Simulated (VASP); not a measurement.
# Ta2Bi2O (R-3m) in VASP: relaxation of cell and atoms with PBE

Aim: the relaxation of cell and atoms of Ta2Bi2O with PBE.

Everything below comes from runs of VASP 6.6.1. Logs are shortened: lines on timing, memory, paths and dates and some standing lists are left out, and cuts for length are marked.

## Step 1: The structure

The structure is trigonal, space group R-3m (No. 166). The conventional cell has a = 3.500 Å, b = 3.500 Å, c = 28.200 Å, α = 90.00°, β = 90.00°, γ = 120.00°. Ta (site symmetry 3m) is surrounded by 3 O at 2.32 Å. Bi (site symmetry 3m) is surrounded by 3 Ta at 2.85 Å and 1 O at 3.16 Å. O (site symmetry -3m) has 6 Ta at 2.32 Å as nearest neighbours.

The cell was built by a generator and needn't be a form met in nature.

## Step 2: Relaxation of cell and atoms, PBE

File INCAR:

```
SYSTEM = Ta2Bi2O
PREC     = Normal         ! precision mode
ENCUT    = 520            ! plane-wave cutoff, eV
EDIFF    = 1E-4           ! SCF threshold, eV
ISMEAR   = 0              ! smearing method
SIGMA    = 0.15           ! smearing width, eV
LREAL    = .FALSE.        ! projectors in reciprocal space
LASPH    = .TRUE.         ! aspherical terms in the spheres
NELM     = 60             ! most SCF steps
ALGO     = Fast           ! electronic algorithm
ISIF     = 3              ! what is computed and relaxed
LWAVE    = .FALSE.        ! write WAVECAR
LCHARG   = .FALSE.        ! write CHGCAR
GGA      = PE             ! functional
IBRION   = 2              ! ionic algorithm
NSW      = 24             ! ionic steps
EDIFFG   = -0.08          ! ionic threshold
```

File KPOINTS:

```
regular mesh
0
G
  5 5 5
  0 0 0
```

File POSCAR:

```
Ta2Bi2O
1.0
    1.7500000000      1.0103629700      9.4000000000
   -1.7500000000      1.0103629700      9.4000000000
    0.0000000000     -2.0207259400      9.4000000000
Ta Bi O
2 2 1
Direct
    0.6260000000      0.6260000000      0.6260000000
    0.3740000000      0.3740000000      0.3740000000
    0.1120000000      0.1120000000      0.1120000000
    0.8880000000      0.8880000000      0.8880000000
    0.0000000000      0.0000000000      0.0000000000
```

Potentials or basis: VASP PAW PBE potentials, release 64 (Ta_pv, Bi_d, O).

Run with:

```bash
$ cat potpaw_PBE.64/Ta_pv/POTCAR potpaw_PBE.64/Bi_d/POTCAR potpaw_PBE.64/O/POTCAR > POTCAR
$ mpirun -np 1 vasp_std > vasp.out
```

OUTCAR:

```text
SYSTEM = Ta2Bi2O
   PREC = Normal
   ENCUT = 520
   EDIFF = 1E-4
   ISMEAR = 0
   LREAL = .FALSE.
   LASPH = .TRUE.
   NELM = 60
   ISIF = 3
   GGA = PE
   IBRION = 2
   NSW = 24
   EDIFFG = -0.08

 ion  position               nearest neighbor table
   1  0.626  0.626  0.626-   5 2.32   5 2.32   5 2.32   4 2.85   4 2.85   4 2.85   2 3.06   2 3.06
                             2 3.06
   2  0.374  0.374  0.374-   5 2.32   5 2.32   5 2.32   3 2.85   3 2.85   3 2.85   1 3.06   1 3.06
                             1 3.06
   3  0.112  0.112  0.112-   2 2.85   2 2.85   2 2.85   4 3.69   4 3.69   4 3.69
   4  0.888  0.888  0.888-   1 2.85   1 2.85   1 2.85   3 3.69   3 3.69   3 3.69
   5  0.000  0.000  0.000-   1 2.32   2 2.32   1 2.32   1 2.32   2 2.32   2 2.32

  LATTYP: Found a trigonal (rhomboedric) cell.
 ALAT       =     9.6147456197
 COS(alpha) =     0.9337431941

  Lattice vectors:

 A1 = (   1.7500000000,   1.0103629700,   9.4000000000)
 A2 = (  -1.7500000000,   1.0103629700,   9.4000000000)
 A3 = (   0.0000000000,  -2.0207259400,   9.4000000000)

Analysis of symmetry for initial positions (statically):
=====================================================================
 Subroutine PRICEL returns:
 Original cell was already a primitive cell.

 Routine SETGRP: Setting up the symmetry group for a
 trigonal (rhombohedral) supercell.

 Subroutine GETGRP returns: Found 12 space group operations
 (whereof 12 operations were pure point group operations)
 out of a pool of 12 trial point group operations.

The static configuration has the point symmetry D_3d.

Analysis of symmetry for dynamics (positions and initial velocities):
=====================================================================
 Subroutine PRICEL returns:
 Original cell was already a primitive cell.

 Routine SETGRP: Setting up the symmetry group for a
 trigonal (rhombohedral) supercell.

 Subroutine GETGRP returns: Found 12 space group operations
 (whereof 12 operations were pure point group operations)
 out of a pool of 12 trial point group operations.

The dynamic configuration has the point symmetry D_3d.

 Subroutine INISYM returns: Found 12 space group operations
 (whereof 12 operations are pure point group operations),
 and found     1 'primitive' translations

----------------------------------------------------------------------------------------

                                     Primitive cell

  volume of cell :      99.7228

  direct lattice vectors                    reciprocal lattice vectors
     1.750000000  1.010362970  9.400000000     0.285714286  0.164957220  0.035460993
    -1.750000000  1.010362970  9.400000000    -0.285714286  0.164957220  0.035460993
     0.000000000 -2.020725940  9.400000000     0.000000000 -0.329914440  0.035460993

  length of vectors
     9.614745620  9.614745620  9.614745619     0.331814737  0.331814737  0.331814737

  position of ions in fractional coordinates (direct lattice)
     0.626000000  0.626000000  0.626000000
     0.374000000  0.374000000  0.374000000
     0.112000000  0.112000000  0.112000000
     0.888000000  0.888000000  0.888000000
     0.000000000  0.000000000  0.000000000

  ion indices of the primitive-cell ions
   primitive index   ion index
                 1           1
                 2           2
                 3           3
                 4           4
                 5           5

----------------------------------------------------------------------------------------

 KPOINTS: regular mesh

Automatic generation of k-mesh.
 Grid dimensions read from file:
 generate k-points for:    5    5    5

 Generating k-lattice:

  Cartesian coordinates                     Fractional coordinates (reciprocal lattice)
     0.057142857  0.032991444  0.007092199     0.200000000  0.000000000  0.000000000
    -0.057142857  0.032991444  0.007092199     0.000000000  0.200000000  0.000000000
     0.000000000 -0.065982888  0.007092199     0.000000000  0.000000000  0.200000000

  Length of vectors
     0.066362947  0.066362947  0.066362947

  Shift w.r.t. Gamma in fractional coordinates (k-lattice)
     0.000000000  0.000000000  0.000000000

 Subroutine IBZKPT returns following result:
 ===========================================

 Found     19 irreducible k-points:

 Following reciprocal coordinates:
            Coordinates               Weight
  0.000000  0.000000  0.000000      1.000000
  0.200000  0.000000  0.000000      6.000000
  0.400000 -0.000000  0.000000      6.000000
  0.200000  0.200000  0.000000      6.000000
  0.400000  0.200000  0.000000     12.000000
 -0.400000  0.200000 -0.000000     12.000000
[... 11 lines left out ...]
  0.400000  0.400000  0.400000      2.000000
 -0.400000  0.400000  0.400000      6.000000
   k-points           NKPTS =     19   k-points in BZ     NKDIM =     19   number of bands    NBANDS=     34
   number of dos      NEDOS =    301   number of ions     NIONS =      5
   total plane-waves  NPLWV = 157464
   dimension x,y,z NGX =    54 NGY =   54 NGZ =   54
   dimension x,y,z NGXF=   108 NGYF=  108 NGZF=  108
   ions per type =               2   2   1
   NGX,Y,Z   is equivalent  to a cutoff of   9.34,  9.34,  9.34 a.u.
   NGXF,Y,Z  is equivalent  to a cutoff of  18.67, 18.67, 18.67 a.u.
 SYSTEM =  Ta2Bi2O
   PREC   = normal    normal or accurate (medium, high low for compatibility)
   ISTART =      0    job   : 0-new  1-cont  2-samecut
   ICHARG =      2    charge: 1-file 2-atom 10-const
   ISPIN  =      1    spin polarized calculation?
   LNONCOLLINEAR =      F non collinear calculations
   LSORBIT =      F    spin-orbit coupling
   LASPH  =      T    aspherical Exc in radial PAW
   ENCUT  =  520.0 eV  38.22 Ry    6.18 a.u.  17.88 17.88 17.88*2*pi/ulx,y,z
   NELM   =     60;   NELMIN=  2; NELMDL= -5     # of ELM steps
   EDIFF  = 0.1E-03   stopping-criterion for ELM
   LREAL  =      F    real-space projection
   EDIFFG = -.8E-01   stopping-criterion for IOM
   NSW    =     24    number of steps for IOM
   IBRION =      2    ionic relax: 0-MD 1-quasi-New 2-CG
   NFREE  =      1    steps in history (QN), initial steepest desc. (CG)
   ISIF   =      3    stress and relaxation
   ISYM   =      2    0-nonsym 1-usesym 2-fastsym
   POTIM  = 0.5000    time-step for ionic-motion
   TEBEG  =    0.0;   TEEND  =   0.0 temperature during run
   PSTRESS=    0.0 pullay stress
   NELECT =      58.0000    total number of electrons
   NUPDOWN=      -1.0000    fix difference up-down
   EMIN   =  10.00;   EMAX   =-10.00  energy-range for DOS
   EFERMI =   0.00;   METHOD = LEGACY
   ISMEAR =     0;   SIGMA  =   0.15  broadening in eV -4-tet -1-fermi 0-gaus
   EFERMI_NEDOS =   21; number of points for ismear=-14 and -15
   IALGO  =     68    algorithm
   IMIX   =      4    mixing-type and parameters
     AMIX     =   0.40;   BMIX     =  1.00
     AMIX_MAG =   1.60;   BMIX_MAG =  1.00
  volume/ion in A,a.u.               =      19.94       134.59
  Fermi-wavevector in a.u.,A,eV,Ry     =   1.366530  2.582368 25.407593  1.867405
  Thomas-Fermi vector in A             =   2.492663
   LORBIT       =      0    0 simple, 1 ext, 2 COOP (PROOUT), +10 PAW based schemes
   GGA     = PE    functional components
   LHFCALC =     F    Hartree Fock is set to
   AEXX    =    0.0000 exact exchange contribution
   IVDW    =     0    specifies the selected vdW correction
   LEPSILON=     F    determine dielectric tensor
   LRPA    =     F    only Hartree local field effects (RPA)
 conjugate gradient relaxation of ions
 non-spin polarized calculation
 RMM-DIIS sequential band-by-band and
 Gauss-broadening in eV      SIGMA  =   0.15
  energy-cutoff  :      520.00
  volume of cell :       99.72
 maximum number of plane-waves:      2732
   NGX = 35   NGY = 35   NGZ = 35

--------------------------------------- Ionic step        1  -------------------------------------------

 number of electron      58.0000014 magnetization

 Free energy of the ion-electron system (eV)
  ---------------------------------------------------
  ext. energy  EPLUGINS =         0.00000000
  ---------------------------------------------------
  free energy    TOTEN  =       -36.95168080 eV

  energy without entropy =      -36.89405704  energy(sigma->0) =      -36.92286892

------------------------ aborting loop because EDIFF is reached ----------------------------------------

  FORCE on cell =-STRESS in cart. coord.  units (eV):
  Direction    XX          YY          ZZ          XY          YZ          ZX
  --------------------------------------------------------------------------------------
  -------------------------------------------------------------------------------------
  Total        0.5814760      0.5814760      6.8754079      0.0000000      0.0000000      0.0000000
  in kB        9.3421714      9.3421714    110.4624014      0.0000000      0.0000000      0.0000000
  external PRESSURE =      43.0489147 kB  Pullay stress =       0.0000000 kB
[... 98 lines left out ...]
  FREE ENERGIE OF THE ION-ELECTRON SYSTEM (eV)
  ---------------------------------------------------
  free  energy   TOTEN  =       -37.7117725973 eV

  energy  without entropy=      -37.6823749314  energy(sigma->0) =      -37.69707376

[... ionic steps 4 to 18 ...]

--------------------------------------- Ionic step       19  -------------------------------------------

 number of electron      57.9999997 magnetization

------------------------ aborting loop because EDIFF is reached ----------------------------------------

  FORCE on cell =-STRESS in cart. coord.  units (eV):
  Direction    XX          YY          ZZ          XY          YZ          ZX
  --------------------------------------------------------------------------------------
  -------------------------------------------------------------------------------------
  Total       -0.1286272     -0.1286272     -0.2025957      0.0000000     -0.0000000      0.0000000
  in kB       -1.9314719     -1.9314719     -3.0421870      0.0000000     -0.0000000      0.0000000
  external PRESSURE =      -2.3017103 kB  Pullay stress =       0.0000000 kB
[... 63 lines left out ...]
  energy  without entropy=      -38.0245514117  energy(sigma->0) =      -38.04092179

--------------------------------------- Ionic step       21  -------------------------------------------

 number of electron      58.0000048 magnetization

 Free energy of the ion-electron system (eV)
  ---------------------------------------------------
  ext. energy  EPLUGINS =         0.00000000
  ---------------------------------------------------
  free energy    TOTEN  =       -38.06020330 eV

  energy without entropy =      -38.02603436  energy(sigma->0) =      -38.04311883

 E-fermi :   6.9617     XC(G=0): -11.0343

 val. band max:        6.9069265040   @ k =   0.0000   0.0000   0.0000
 cond. band min:       6.9745849946   @ k =   0.4000   0.2000   0.0000
 fundamental gap:      0.0676584906
 Fermi energy:         6.9617112238

 k-point     1 :       0.0000    0.0000    0.0000
  band No.  band energies     occupation
      1     -28.3377      2.00000
      2     -28.0873      2.00000
      3     -28.0873      2.00000
      4     -27.8729      2.00000
      5     -27.8729      2.00000
      6     -27.6482      2.00000
[... 724 lines left out ...]
  FREE ENERGIE OF THE ION-ELECTRON SYSTEM (eV)
  ---------------------------------------------------
  free  energy   TOTEN  =       -38.0602033031 eV

  energy  without entropy=      -38.0260343555  energy(sigma->0) =      -38.04311883

 reached required accuracy - stopping structural energy minimisation
```

Run time: 22 min. Hardware: 1 thread of Intel Xeon 6975P-C (Granite Rapids), shared host; peak memory 0.46 GiB.

What came out:

```yaml
Free_energy: -38.0602 eV
Relaxed_volume: 21.36 Å³/atom
Relaxed_cell: a = 10.621 Å, b = 10.621 Å, c = 10.621 Å, α = 18.63°, β = 18.63°, γ = 18.63°
Space_group_after_relaxing_to_0.05_Å: R-3m (No. 166)
Energy_gained_by_relaxing: 221.7 meV/atom
Ionic_steps: 21
Pressure_after_relaxing: 0.0 GPa
Largest_force_after_relaxing: 0.039 eV/Å
Band_gap_on_the_k_mesh: none (metal or under the smearing width)
```

Forces on the atoms (eV/Å):
```
Ta   0.000  0.000 -0.032
Ta   0.000  0.000  0.032
Bi   0.000  0.000 -0.039
Bi   0.000  0.000  0.039
O    0.000  0.000  0.000
```

The path:
```
step  energy change (eV)  largest force (eV/Å)  pressure (GPa)  volume (Å³)
   1              0.0000                2.8853            4.30        99.72
   2             -0.7602                1.5184           -6.98       107.53
   3             -0.7601                1.5570           -6.81       107.42
   4             -0.6561                2.7655            9.20        98.36
   5             -0.9926                0.7055           -0.60       102.93
   6             -1.0284                0.3960            0.20       102.25
   7             -1.0371                0.2666            0.97       101.90
   8             -1.0315                0.3522            2.27       101.20
   9             -1.0387                0.2364            1.47       101.72
  10             -1.0614                0.3610            0.07       103.34
  11             -1.0682                0.4695           -0.78       104.55
  12             -1.0924                0.1300            0.00       104.66
  13             -1.0970                0.0700            0.32       104.70
  14             -1.0985                0.2605            1.15       104.78
  15             -1.0991                0.1266            0.70       104.75
  16             -1.0992                0.1744            0.76       104.76
  17             -1.0992                0.1380            0.69       104.75
  18             -1.1049                0.1230            0.11       106.09
  19             -1.1056                0.1109           -0.23       106.70
  20             -1.1056                0.1098           -0.38       106.85
  21             -1.1085                0.0386            0.03       106.78
```

Final structure:
```cif
data_structure
_symmetry_space_group_name_H-M 'P 1'
_symmetry_Int_Tables_number 1
_cell_length_a 10.6213
_cell_length_b 10.6213
_cell_length_c 10.6213
_cell_angle_alpha 18.625
_cell_angle_beta 18.625
_cell_angle_gamma 18.625
_cell_volume 106.78
loop_
_atom_site_label
_atom_site_type_symbol
_atom_site_fract_x
_atom_site_fract_y
_atom_site_fract_z
_atom_site_occupancy
Ta1 Ta 0.63480 0.63480 0.63480 1
Ta2 Ta 0.36520 0.36520 0.36520 1
Bi1 Bi 0.10814 0.10814 0.10814 1
Bi2 Bi 0.89186 0.89186 0.89186 1
O1 O 0.00000 0.00000 0.00000 1
```

Levels at points of the mesh, in eV from the Fermi level:
```csv
k point,band 25,band 26,band 27,band 28,band 29,band 30,band 31,band 32,band 33,band 34
"(0.00, 0.00, 0.00)",-1.51,-1.51,-0.49,-0.05,1.34,1.59,1.59,2.25,2.25,3.78
```

Caveat: the k mesh is coarse (spacing up to 0.42 Å⁻¹), so the values aren't converged; spin-orbit coupling is left out, which moves the levels of the heavy elements; the relaxation stopped at a loose force limit of 0.08 eV/Å, so its end isn't a converged minimum.
